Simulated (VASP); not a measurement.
Cost and result of VASP (PAW) for the lattice constant a of KI (rock salt). Static lattice. The cost counts the five points of the equation of state, each on the mesh and cut-off of its row, so the ratios hold those differences too. With PBEsol it took about 70 core-seconds. Times come from single runs on busy shared machines, so they are rough: good to a factor of about 2.

| level | k-mesh | cut-off (eV) | lattice constant a (Å) | cost over PBEsol |
|---|---|---|---|---|
| LDA | 7×7×7 | 520 | 6.829 | within a factor of 2 |
| PBEsol | 7×7×7 | 520 | 7.016 | reference |
| RPBE | 6×6×6 | 520 | ? | within a factor of 2 |
| AM05 | 7×7×7 | 520 | 7.158 | within a factor of 2 |
| SCAN | 7×7×7 | 520 | 7.062 | about 5 times |
| optB88-vdW | 7×7×7 | 520 | 7.026 | about 6 times |
| HSE06 | 6×6×6 | 520 | ? | ? |

Q: Some entries are withheld; supply them.

A: 
- RPBE, lattice constant a (Å): 7.434
- HSE06, lattice constant a (Å): 7.150
- HSE06, cost over PBEsol: about 60 times

Left out are levels that failed, ran on another kind of processor or have no fit band path; at most nine are shown.

The compound is KI in the rock salt structure.
